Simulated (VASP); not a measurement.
Here is the system:

```xyz
2
Lattice="0.0000 3.0250 3.0250 3.0250 0.0000 3.0250 3.0250 3.0250 0.0000" Properties=species:S:1:pos:R:3 pbc="T T T"
Cd     0.0000     0.0000     0.0000
Se     1.5125     1.5125     1.5125
```
Cell charge +0.5.

The numbers are results of PBE GGA, VASP's PBE PAW potentials (set 64) (plane waves; VASP 6.6.1), not measurements. Numerical set-up: NELECT = 17.5, 400 eV cut-off, 7×7×7 Γ-centred mesh, Gaussian smearing of 0.050 eV, potentials Cd Se.

The cell is charged, with a uniform compensating background.

### Question
Give the stress tensor in GPa (positive for a compressed cell).

### Answer

```
-7.02   0.00   0.00
 0.00  -7.02   0.00
 0.00   0.00  -7.02
```
The pressure is its mean diagonal, -7.02 GPa.

The compound is CdSe in the zinc blende structure, whereas wurtzite is the usual form. The cell was not relaxed at this level. The run is one of a series of settings (NELECT = 17.5 against the base run), some of them coarse on purpose.
